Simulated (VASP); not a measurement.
VASP ran on this input.

POSCAR:
```
CuI
4.2779960
  0.0000000000   0.7071067855   0.7071067855
  0.7071067855   0.0000000000   0.7071067855
  0.7071067855   0.7071067855   0.0000000000
Cu I
1 1
direct
  0.0000000000   0.0000000000   0.0000000000
  0.2500000000   0.2500000000   0.2500000000
```

INCAR:
```
# general
SYSTEM  = CuI
PREC    = Accurate
ENCUT   = 300   # plane-wave cut-off (eV)
LREAL   = F   # projection in real space or not
LASPH   = T   # aspherical one-centre terms

# electronic loop
EDIFF   = 1E-6   # SCF stop (eV)
NELM    = 100
ALGO    = Normal   # blocked Davidson
LMAXMIX = 4   # l cut-off of mixed one-centre charges

# smearing
ISMEAR  = -1
SIGMA   = 0.01

# functional
GGA     = PE   # PBE

# ions
ISIF    = 2   # forces and stress, cell fixed

# output
LWAVE   = F
LCHARG  = F
```

### KPOINTS
```
Automatic mesh
0
Gamma
8 8 8
0 0 0
```

POTCAR, in this order: Cu I (PBE.64 set). Program: vasp_std.

Question: Translate this PBE calculation to Quantum ESPRESSO's pw.x.

Answer: One equivalent input (not run):
```
&CONTROL
  calculation = 'scf'
  pseudo_dir = './pseudo'
  outdir = './out'
  tprnfor = .true.
  tstress = .true.
/
&SYSTEM
  ibrav = 0
  nat = 2
  ntyp = 2
  ecutwfc = 92
  occupations = 'smearing'
  smearing = 'fermi-dirac'
  degauss = 0.000735
  input_dft = 'pbe'
/
&ELECTRONS
  conv_thr = 7.3e-08
  electron_maxstep = 100
/
ATOMIC_SPECIES
  Cu 63.546 Cu.upf
  I 126.904 I.upf
CELL_PARAMETERS angstrom
     0.0000000    3.0250000    3.0250000
     3.0250000    0.0000000    3.0250000
     3.0250000    3.0250000    0.0000000
ATOMIC_POSITIONS crystal
  Cu   0.0000000  0.0000000  0.0000000
  I    0.2500000  0.2500000  0.2500000
K_POINTS automatic
  8 8 8 0 0 0
```
The two are equivalent in intent, not identical: the potentials are each code's own (VASP's PAW set, PseudoDojo norm-conserving files in pw.x), so ENCUT and ecutwfc are chosen apart and not converted; conv_thr bounds pw.x's estimated SCF error, while EDIFF bounds the energy change between steps.

The structure is a typed CuI crystal. The cell was not relaxed at this level. The run is one of a series of settings (KPOINTS 8×8×8 Γ-centred mesh against the base run), some of them coarse on purpose.
